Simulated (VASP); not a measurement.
Computed with RPBE GGA, VASP's PBE PAW potentials (set 64) (plane waves; VASP).

Input for VASP

### KPOINTS
```
Automatic
0
gamma
 16 16 16
```

### POSCAR
```
Mo
1.0
 -1.5737456673   1.5737456673   1.5737456673
  1.5737456673  -1.5737456673   1.5737456673
  1.5737456673   1.5737456673  -1.5737456673
Mo
1
Cartesian
  0.0000000000   0.0000000000   0.0000000000
```

### INCAR
```
SYSTEM = Mo
PREC = Accurate
ENCUT = 520
EDIFF = 1E-7
NELM = 100
ALGO = Normal
LREAL = .FALSE.
LASPH = .TRUE.
ISMEAR = 1
SIGMA = 0.1
GGA = RP
LMAXMIX = 4
LWAVE = .FALSE.
LCHARG = .FALSE.
ISIF = 2
```

POTCAR, in this order: Mo_sv (PBE.64 set). Program: vasp_std.

Output

**OUTCAR**
```
 ion  position               nearest neighbor table
   1  0.000  0.000  0.000-
  LATTYP: Found a body centered cubic cell.
 ALAT       =     3.1474913346
 Subroutine PRICEL returns:
 Original cell was already a primitive cell.
 Subroutine GETGRP returns: Found 48 space group operations
The static configuration has the point symmetry O_h .
The dynamic configuration has the point symmetry O_h .
 Subroutine INISYM returns: Found 48 space group operations
 Subroutine IBZKPT returns following result:
 Found    145 irreducible k-points:

 Following reciprocal coordinates:
            Coordinates               Weight
  0.000000  0.000000  0.000000      1.000000
  0.062500  0.000000  0.000000     12.000000
  0.125000  0.000000  0.000000     12.000000
  0.187500  0.000000  0.000000     12.000000
  0.250000  0.000000  0.000000     12.000000
  0.312500  0.000000  0.000000     12.000000
  0.375000  0.000000  0.000000     12.000000
  0.437500  0.000000  0.000000     12.000000
  0.500000  0.000000  0.000000      6.000000
  0.062500  0.062500  0.000000     24.000000
...
```

### OSZICAR
```
       N       E                     dE             d eps       ncg     rms          rms(c)
DAV:   1     0.917477466764E+02    0.91748E+02   -0.82532E+03  3190   0.131E+03
DAV:   2    -0.965666526927E+01   -0.10140E+03   -0.98009E+02  3475   0.343E+02
DAV:   3    -0.109633164227E+02   -0.13067E+01   -0.12956E+01  3665   0.393E+01
DAV:   4    -0.109667376751E+02   -0.34213E-02   -0.34210E-02  3545   0.237E+00
DAV:   5    -0.109667564321E+02   -0.18757E-04   -0.18755E-04  3687   0.169E-01    0.143E+01
DAV:   6    -0.104283623972E+02    0.53839E+00   -0.97523E-01  3472   0.121E+01    0.397E+00
DAV:   7    -0.103583892958E+02    0.69973E-01   -0.20200E-01  3693   0.519E+00    0.914E-01
DAV:   8    -0.103560793267E+02    0.23100E-02   -0.41929E-03  3316   0.949E-01    0.172E-01
DAV:   9    -0.103561908849E+02   -0.11156E-03   -0.98386E-05  3793   0.143E-01    0.761E-02
DAV:  10    -0.103562028488E+02   -0.11964E-04   -0.16280E-05  3358   0.547E-02    0.746E-03
DAV:  11    -0.103562030482E+02   -0.19941E-06   -0.22098E-07  3748   0.518E-03    0.152E-03
DAV:  12    -0.103562028062E+02    0.24203E-06   -0.11738E-08  1901   0.146E-03    0.201E-04
DAV:  13    -0.103562028306E+02   -0.24446E-07   -0.48315E-10  1811   0.308E-04
   1 F= -.10356203E+02 E0= -.10356390E+02  d E =0.560879E-03
```

OUTCAR:
```
------------------------ aborting loop because EDIFF is reached ----------------------------------------
  FORCE on cell =-STRESS in cart. coord.  units (eV):
  Direction    XX          YY          ZZ          XY          YZ          ZX
  --------------------------------------------------------------------------------------
  Total        0.7014904      0.7014904      0.7014904     -0.0000000     -0.0000000      0.0000000
  in kB       72.0889449     72.0889449     72.0889449     -0.0000000     -0.0000000      0.0000000
  external PRESSURE =      72.0889449 kB  Pullay stress =       0.0000000 kB
  volume of cell :       15.59
      direct lattice vectors                 reciprocal lattice vectors
    -1.573745667  1.573745667  1.573745667     0.000000000  0.317713345  0.317713345
     1.573745667 -1.573745667  1.573745667     0.317713345  0.000000000  0.317713345
     1.573745667  1.573745667 -1.573745667     0.317713345  0.317713345  0.000000000
 POSITION                                       TOTAL-FORCE (eV/Angst)
 -----------------------------------------------------------------------------------
      0.00000      0.00000      0.00000        -0.000000      0.000000      0.000000
 -----------------------------------------------------------------------------------
    total drift:                                0.000000     -0.000000     -0.000000
  FREE ENERGIE OF THE ION-ELECTRON SYSTEM (eV)
  ---------------------------------------------------
  free  energy   TOTEN  =       -10.3562028306 eV

  energy  without entropy=      -10.3567637094  energy(sigma->0) =      -10.35638979
```
(Selected blocks of OUTCAR.)

File OUTCAR:
```
 val. band max:       12.6934671781   @ k =  -0.1875   0.1875   0.0625

 cond. band min:      12.7210567981   @ k =   0.3750   0.0000   0.0000


 Fermi energy:        12.7164457699

 k-point     1 :       0.0000    0.0000    0.0000
  band No.  band energies     occupation
      1     -48.5807      2.00000
      2     -21.8419      2.00000
      3     -21.8419      2.00000
      4     -21.8419      2.00000
      5       5.4801      2.00000
      6      11.3430      2.00000
      7      11.3430      2.00000
      8      11.3430      2.00000
      9      14.3846     -0.00000
     10      14.3846     -0.00000
     11      27.5354      0.00000

 k-point     2 :       0.0625    0.0000    0.0000
  band No.  band energies     occupation
      1     -48.5707      2.00000
      2     -21.8994      2.00000
      3     -21.8596      2.00000
      4     -21.8424      2.00000
      5       5.6536      2.00000
      6      11.2449      2.00000
      7      11.3267      2.00000
      8      11.5057      2.00000
      9      14.2397     -0.00000
     10      14.3870     -0.00000
     11      27.6655      0.00000

 k-point     3 :       0.1250    0.0000    0.0000
  band No.  band energies     occupation
      1     -48.5422      2.00000
      2     -22.0612      2.00000
      3     -21.9098      2.00000
      4     -21.8436      2.00000
      5       6.1411      2.00000
      6      10.9775      2.00000
      7      11.2519      2.00000
      8      11.9849      2.00000
      9      13.9476     -0.00000
     10      14.4025     -0.00000
     11      27.9522      0.00000

 k-point     4 :       0.1875    0.0000    0.0000
  band No.  band energies     occupation
      1     -48.4994      2.00000
      2     -22.2984      2.00000
      3     -21.9841      2.00000
      4     -21.8455      2.00000
      5       6.8256      2.00000
      6      10.6064      2.00000
      7      11.1165      2.00000
      8      12.7544      0.40598
      9      13.7793     -0.00000
...
```

The compound is Mo in the bcc structure. This cell is one point of a volume scan, at 0.97 of the reference volume.
